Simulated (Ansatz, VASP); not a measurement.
# BPd4: VASP beside Ansatz

```
CELL_PARAMETERS angstrom
-2.65163 2.65163 2.65163
2.65163 -2.65163 2.65163
2.65163 2.65163 -2.65163
ATOMIC_POSITIONS crystal
B 0.00000 0.00000 0.00000
Pd 0.00000 0.00000 0.50000
Pd 0.00000 0.50000 0.00000
Pd 0.50000 0.00000 0.00000
Pd 0.50000 0.50000 0.50000
```

Change from the starting cell: species swapped into the MnGa4 type (Im-3m, No. 229).

Alike in both runs: functional PBE; k mesh 6 × 6 × 6; occupations gaussian, width 0.1 eV; no spin polarisation.

Ansatz relaxed the structure, and its values are those at the end. VASP's run is a single point on that final structure, the one shown.

|  | VASP | Ansatz |
| --- | --- | --- |
| version | VASP 6.6.1 | Ansatz 0.2.0 |
| potentials or method | VASP PAW PBE potentials, release 64 (B, Pd) | scalar-relativistic, plane waves, PAW |
| plane-wave cutoff (eV) | 520 | 420 |
| valence electrons in the cell | 43 | 75 |

```tsv
	VASP	Ansatz	Ansatz less VASP
gap on the k mesh at the Fermi level (eV)	none	none	-
pressure (GPa)	-0.4	-0.2	+0.24
```

A gap of «none» marks a metal or a gap that the smearing closes. With one functional, cell and mesh, what is left measures potentials, basis and numerics. The two sets of potentials don't hold the same shells in valence.
